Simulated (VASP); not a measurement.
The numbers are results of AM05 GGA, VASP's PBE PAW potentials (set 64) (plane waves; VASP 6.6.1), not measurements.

The input files of a VASP run:

**INCAR**
```
# general
SYSTEM = BN
PREC   = Accurate
ENCUT  = 520
LREAL  = F
LASPH  = T

# electronic loop
EDIFF  = 1E-7
NELM   = 100
ALGO   = Normal

# smearing
ISMEAR = -5

# functional
GGA    = AM

# ions
ISIF   = 2

# output
LWAVE  = F
LCHARG = T
LORBIT = 11
NEDOS  = 601

# other
LEFG   = T
```

KPOINTS:
```
Automatic mesh
0
G
11 11 4
```

File POSCAR:
```
BN
1
    1.2529058174    -2.1700969224     0.0000000000
    1.2529058174     2.1700969224     0.0000000000
    0.0000000000     0.0000000000     7.7521713419
B N
2 2
Direct
  0.3333330000   0.6666670000   0.2500000000
  0.6666670000   0.3333330000   0.7500000000
  0.6666670000   0.3333330000   0.2500000000
  0.3333330000   0.6666670000   0.7500000000
```

POTCAR, in this order: B N (PBE.64 set). Program: vasp_std.

The run wrote:

File OSZICAR:
```
       N       E                     dE             d eps       ncg     rms          rms(c)
DAV:   1     0.709825813874E+02    0.70983E+02   -0.81504E+03  1160   0.121E+03
DAV:   2    -0.344338233527E+02   -0.10542E+03   -0.98396E+02  1676   0.266E+02
DAV:   3    -0.395787534990E+02   -0.51449E+01   -0.51160E+01  1492   0.620E+01
DAV:   4    -0.396420919591E+02   -0.63338E-01   -0.63302E-01  1412   0.748E+00
DAV:   5    -0.396432269727E+02   -0.11350E-02   -0.11339E-02  1484   0.971E-01    0.111E+01
DAV:   6    -0.365441577113E+02    0.30991E+01   -0.75526E+00  1368   0.222E+01    0.515E+00
DAV:   7    -0.362246132838E+02    0.31954E+00   -0.48194E-01  1460   0.588E+00    0.313E+00
DAV:   8    -0.361290294047E+02    0.95584E-01   -0.31882E-01  1448   0.426E+00    0.442E-01
DAV:   9    -0.361272227989E+02    0.18066E-02   -0.13512E-02  1376   0.102E+00    0.177E-01
DAV:  10    -0.361295188446E+02   -0.22960E-02   -0.21376E-03  1356   0.382E-01    0.435E-02
DAV:  11    -0.361298593746E+02   -0.34053E-03   -0.32918E-04  1440   0.156E-01    0.261E-02
DAV:  12    -0.361298705160E+02   -0.11141E-04   -0.62964E-05  1352   0.670E-02    0.393E-03
DAV:  13    -0.361298711380E+02   -0.62202E-06   -0.26280E-06  1480   0.144E-02    0.233E-03
DAV:  14    -0.361298714484E+02   -0.31035E-06   -0.58796E-07  1348   0.669E-03    0.728E-04
DAV:  15    -0.361298714412E+02    0.71150E-08   -0.10138E-08  1084   0.985E-04
   1 F= -.36129871E+02 E0= -.36129871E+02  d E =0.000000E+00
```

### OUTCAR
```
------------------------ aborting loop because EDIFF is reached ----------------------------------------
  FORCE on cell =-STRESS in cart. coord.  units (eV):
  Direction    XX          YY          ZZ          XY          YZ          ZX
  --------------------------------------------------------------------------------------
  Total        0.0008686      0.0008686      0.0699320      0.0000000      0.0000000      0.0000000
  in kB        0.0330145      0.0330145      2.6578816      0.0000000      0.0000000      0.0000000
  external PRESSURE =       0.9079702 kB  Pullay stress =       0.0000000 kB
  volume of cell :       42.16
      direct lattice vectors                 reciprocal lattice vectors
     1.252905817 -2.170096922  0.000000000     0.399072295 -0.230404456  0.000000000
     1.252905817  2.170096922  0.000000000     0.399072295  0.230404456  0.000000000
     0.000000000  0.000000000  7.752171342     0.000000000  0.000000000  0.128996117
  FREE ENERGIE OF THE ION-ELECTRON SYSTEM (eV)
  ---------------------------------------------------
  free  energy   TOTEN  =       -36.1298714412 eV

  energy  without entropy=      -36.1298714412  energy(sigma->0) =      -36.12987144

 total charge

# of ion       s       p       d       tot
------------------------------------------
    1        0.743   1.428   0.000   2.172
    2        0.743   1.428   0.000   2.172
    3        1.220   2.787   0.000   4.007
    4        1.220   2.787   0.000   4.007
--------------------------------------------------
tot          3.926   8.431   0.000  12.357

 Electric field gradients after diagonalization (V/A^2)
 (convention: |V_zz| > |V_xx| > |V_yy|)
----------------------------------------------------------------------
 ion       V_xx      V_yy      V_zz     asymmetry (V_yy - V_xx)/ V_zz
----------------------------------------------------------------------
   1     -17.125   -17.125    34.250       0.000
   2     -17.125   -17.125    34.250       0.000
   3      -1.595    -1.594     3.189       0.000
   4      -1.595    -1.594     3.189       0.000
```
(Selected blocks of OUTCAR.)

Without a dispersion term in the relaxation, distances and binding between the weakly bound layers, chains or molecules are unreliable, and so is what depends on them.

The compound is BN in the hex structure. It was relaxed first, which changed the volume by +17 %.
